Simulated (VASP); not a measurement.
Band gaps of TePb (relaxed from the alpha-GeTe structure, space group R3m) from VASP (PAW), without and with spin-orbit coupling. Semilocal levels are at their own relaxed cell, hybrids and mBJ at PBE's; 0.00 means no gap at that level. Unless said otherwise, spin-orbit coupling is left out, though it shifts the bands of the heavy elements here.

The cell of the r2SCAN run:

```
CELL_PARAMETERS angstrom
      2.31051     1.33397     3.78662
     -2.31051     1.33397     3.78662
      0.00000    -2.66794     3.78662
ATOMIC_POSITIONS crystal
  Pb 0.75517 0.75517 0.75517
  Te 0.24483 0.24483 0.24483
```

| level | gap without SOC (eV) | gap with SOC (eV) | shift (eV) |
|---|---|---|---|
| r2SCAN | 1.13 | ? | ? |

### Question
Fill in the missing entries.

### Answer

- r2SCAN, gap with SOC (eV): 0.43
- r2SCAN, shift (eV): -0.70

Only levels that ran to the end are used. Left out are those held back, those with too coarse a band path, GW runs whose mesh misses a band edge, hybrids' fits of cells that aren't cubic and levels without matching references; a question may draw on a part of the rest.

The structure was generated: TePb was put into the alpha-GeTe type (R3m), which need not be its known phase. It was relaxed first, which changed the volume by -14 %. Symmetry was kept, so distortions that lower it aren't found.
